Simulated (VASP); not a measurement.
All values below come from r2SCAN meta-GGA, VASP's PBE PAW potentials (set 64) (plane waves; VASP 6.6.1).

VASP input:

**KPOINTS**
```
K-points
0
G
6 6 6
```

INCAR:
```
# general
SYSTEM  = KBr
PREC    = Accurate
ENCUT   = 480
LREAL   = .False.
LASPH   = .True.

# electronic loop
EDIFF   = 1E-7
NELM    = 100
ALGO    = Normal
LMAXMIX = 4
LMIXTAU = .True.

# smearing
ISMEAR  = 0
SIGMA   = 0.05

# functional
METAGGA = R2SCAN

# ions
IBRION  = 2
NSW     = 40
ISIF    = 3
EDIFFG  = -0.01
PSTRESS = 20

# output
LWAVE   = .False.
LCHARG  = .False.
```

File POSCAR:
```
KBr
1
    0.0000000000     3.3031135938     3.3031135938
    3.3031135938    -0.0000000000     3.3031135938
    3.3031135938     3.3031135938    -0.0000000000
K Br
1 1
Direct
  1.0000000000   1.0000000000   0.0000000000
  0.5000000000   0.5000000000   0.5000000000
```

POTCAR, in this order: K_sv Br (PBE.64 set). Program: vasp_std.

Output of the run:

### OSZICAR
```
       N       E                     dE             d eps       ncg     rms          rms(c)
DAV:   1     0.764687276451E+02    0.76469E+02   -0.68160E+03   384   0.111E+03
DAV:   2    -0.208689611983E+02   -0.97338E+02   -0.89644E+02   480   0.268E+02
DAV:   3    -0.267434091044E+02   -0.58744E+01   -0.58505E+01   500   0.599E+01
DAV:   4    -0.270150164578E+02   -0.27161E+00   -0.27095E+00   684   0.106E+01
DAV:   5    -0.270165261808E+02   -0.15097E-02   -0.15097E-02   488   0.953E-01    0.293E+00
DAV:   6    -0.236430571768E+02    0.33735E+01   -0.14155E+00   620   0.121E+01    0.198E+00
DAV:   7    -0.230432743525E+02    0.59978E+00   -0.36974E-01   716   0.630E+00    0.605E-01
DAV:   8    -0.237773144230E+02   -0.73404E+00   -0.35732E-01   428   0.545E+00    0.580E-01
DAV:   9    -0.231973754300E+02    0.57994E+00   -0.18863E-01   400   0.472E+00    0.383E-01
DAV:  10    -0.232332041153E+02   -0.35829E-01   -0.32543E-02   424   0.233E+00    0.192E-01
DAV:  11    -0.232389722853E+02   -0.57682E-02   -0.29587E-02   392   0.188E+00    0.107E-01
DAV:  12    -0.232466640192E+02   -0.76917E-02   -0.48070E-03   400   0.773E-01    0.879E-02
DAV:  13    -0.232479002186E+02   -0.12362E-02   -0.77316E-04   488   0.357E-01    0.236E-02
DAV:  14    -0.232477975057E+02    0.10271E-03   -0.55781E-05   464   0.950E-02    0.137E-02
DAV:  15    -0.232478009755E+02   -0.34699E-05   -0.22659E-06   600   0.150E-02    0.163E-02
DAV:  16    -0.232478801284E+02   -0.79153E-04   -0.14936E-05   420   0.515E-02    0.654E-03
DAV:  17    -0.232479193429E+02   -0.39214E-04   -0.19048E-05   416   0.537E-02    0.324E-03
DAV:  18    -0.232479196332E+02   -0.29035E-06   -0.12485E-06   540   0.147E-02    0.190E-03
DAV:  19    -0.232479206586E+02   -0.10254E-05   -0.11039E-06   420   0.144E-02    0.123E-03
DAV:  20    -0.232479207846E+02   -0.12603E-06   -0.10235E-07   368   0.435E-03    0.402E-04
DAV:  21    -0.232479207478E+02    0.36825E-07   -0.12198E-08   316   0.144E-03
   1 F= -.22348175E+02 E0= -.22348175E+02  d E =-.223482E+02
       N       E                     dE             d eps       ncg     rms          rms(c)
DAV:   1    -0.236019173742E+02   -0.35400E+00   -0.95795E+00   392   0.330E+01    0.370E+00
DAV:   2    -0.232990759862E+02    0.30284E+00   -0.64632E-01   480   0.819E+00    0.159E+00
DAV:   3    -0.232295617267E+02    0.69514E-01   -0.28519E-01   628   0.497E+00    0.677E-01
DAV:   4    -0.232287264575E+02    0.83527E-03   -0.82847E-03   448   0.102E+00    0.389E-01
DAV:   5    -0.232335928881E+02   -0.48664E-02   -0.84939E-03   692   0.973E-01    0.113E-01
DAV:   6    -0.232279866651E+02    0.56062E-02   -0.74838E-03   384   0.124E+00    0.448E-02
DAV:   7    -0.232303741035E+02   -0.23874E-02   -0.69626E-03   384   0.118E+00    0.281E-02
DAV:   8    -0.232309558550E+02   -0.58175E-03   -0.11147E-03   384   0.456E-01    0.969E-03
DAV:   9    -0.232309812924E+02   -0.25437E-04   -0.15467E-05   596   0.414E-02    0.875E-03
DAV:  10    -0.232310021190E+02   -0.20827E-04   -0.95759E-06   408   0.421E-02    0.435E-03
DAV:  11    -0.232310030640E+02   -0.94502E-06   -0.72407E-06   656   0.309E-02    0.430E-03
DAV:  12    -0.232310019884E+02    0.10756E-05   -0.11908E-07   376   0.428E-03    0.320E-03
DAV:  13    -0.232310025740E+02   -0.58562E-06   -0.91348E-08   288   0.416E-03    0.179E-03
DAV:  14    -0.232310019956E+02    0.57846E-06   -0.10466E-07   284   0.349E-03    0.687E-04
DAV:  15    -0.232310022374E+02   -0.24180E-06   -0.16540E-08   252   0.145E-03    0.869E-04
DAV:  16    -0.232310022187E+02    0.18629E-07   -0.16899E-08   252   0.165E-03
   2 F= -.22388188E+02 E0= -.22388188E+02  d E =-.400131E-01
       N       E                     dE             d eps       ncg     rms          rms(c)
DAV:   1    -0.232825581530E+02   -0.51556E-01   -0.19092E+00   392   0.148E+01    0.156E+00
DAV:   2    -0.232254469446E+02    0.57111E-01   -0.13434E-01   520   0.369E+00    0.729E-01
DAV:   3    -0.232112261857E+02    0.14221E-01   -0.63679E-02   664   0.230E+00    0.312E-01
DAV:   4    -0.232112498811E+02   -0.23695E-04   -0.14108E-03   432   0.402E-01    0.180E-01
DAV:   5    -0.232122792753E+02   -0.10294E-02   -0.23952E-03   632   0.577E-01    0.324E-02
DAV:   6    -0.232108729667E+02    0.14063E-02   -0.29845E-03   384   0.785E-01    0.226E-02
DAV:   7    -0.232115853303E+02   -0.71236E-03   -0.11319E-03   384   0.481E-01    0.907E-03
DAV:   8    -0.232115602360E+02    0.25094E-04   -0.67675E-05   444   0.106E-01    0.486E-03
DAV:   9    -0.232115704240E+02   -0.10188E-04   -0.19115E-06   460   0.167E-02    0.339E-03
DAV:  10    -0.232115699182E+02    0.50580E-06   -0.83378E-07   500   0.120E-02    0.159E-03
DAV:  11    -0.232115723786E+02   -0.24603E-05   -0.19689E-06   456   0.179E-02    0.902E-04
DAV:  12    -0.232115719813E+02    0.39731E-06   -0.18340E-07   516   0.269E-03    0.902E-04
DAV:  13    -0.232115720718E+02   -0.90571E-07   -0.14162E-08   244   0.149E-03
   3 F= -.22393176E+02 E0= -.22393176E+02  d E =-.450008E-01
       N       E                     dE             d eps       ncg     rms          rms(c)
DAV:   1    -0.232101201106E+02    0.14519E-02   -0.11912E-02   392   0.117E+00    0.120E-01
DAV:   2    -0.232097660340E+02    0.35408E-03   -0.86266E-04   552   0.292E-01    0.588E-02
DAV:   3    -0.232096765907E+02    0.89443E-04   -0.40938E-04   660   0.183E-01    0.256E-02
DAV:   4    -0.232096772599E+02   -0.66919E-06   -0.92643E-06   468   0.324E-02    0.149E-02
DAV:   5    -0.232096874256E+02   -0.10166E-04   -0.22664E-05   620   0.586E-02    0.323E-03
DAV:   6    -0.232096758832E+02    0.11542E-04   -0.31207E-05   384   0.791E-02    0.230E-03
DAV:   7    -0.232096870877E+02   -0.11205E-04   -0.83569E-06   384   0.396E-02    0.751E-04
DAV:   8    -0.232096863392E+02    0.74848E-06   -0.26498E-07   460   0.542E-03    0.563E-04
DAV:   9    -0.232096865131E+02   -0.17390E-06   -0.83437E-09   264   0.991E-04    0.330E-04
DAV:  10    -0.232096863091E+02    0.20401E-06   -0.31650E-08   256   0.251E-03    0.662E-05
DAV:  11    -0.232096863983E+02   -0.89159E-07   -0.49119E-09   192   0.631E-04
   4 F= -.22393197E+02 E0= -.22393197E+02  d E =-.450225E-01
```

OUTCAR:
```
------------------------ aborting loop because EDIFF is reached ----------------------------------------
  FORCE on cell =-STRESS in cart. coord.  units (eV):
  Direction    XX          YY          ZZ          XY          YZ          ZX
  --------------------------------------------------------------------------------------
  Total        0.8195850      0.8195850      0.8195850      0.0000000      0.0000000     -0.0000000
  in kB       20.0758309     20.0758309     20.0758309      0.0000000      0.0000000     -0.0000000
  external PRESSURE =       0.0758309 kB  Pullay stress =      20.0000000 kB
  volume of cell :       65.41
      direct lattice vectors                 reciprocal lattice vectors
     0.000000000  3.197915726  3.197915726    -0.156351838  0.156351838  0.156351838
     3.197915726  0.000000000  3.197915726     0.156351838 -0.156351838  0.156351838
     3.197915726  3.197915726 -0.000000000     0.156351838  0.156351838 -0.156351838
  FREE ENERGIE OF THE ION-ELECTRON SYSTEM (eV)
  ---------------------------------------------------
  free  energy   TOTEN  =       -23.2096863983 eV

  energy  without entropy=      -23.2096863982  energy(sigma->0) =      -23.20968640
  enthalpy is  TOTEN    =       -22.3931971822 eV   P V=        0.8164892161

 reached required accuracy - stopping structural energy minimisation
```
(Selected blocks of OUTCAR.)

### CONTCAR
```
KBr
   1.00000000000000
     0.0000000000000000    3.1979157262406201    3.1979157262406201
     3.1979157262406201    0.0000000000000000    3.1979157262406201
     3.1979157262406201    3.1979157262406201   -0.0000000000000000
  K               Br
     1     1
Direct
     0.0000000000000000    1.0000000000000000    0.0000000000000000
     0.5000000000000000    0.5000000000000000    0.5000000000000000
```

Energy and stress use the plane-wave basis of the starting cell.

The compound is KBr in the rock salt structure. This run relaxes it under an external pressure of 2 GPa. Symmetry was kept, so distortions that lower it aren't found.
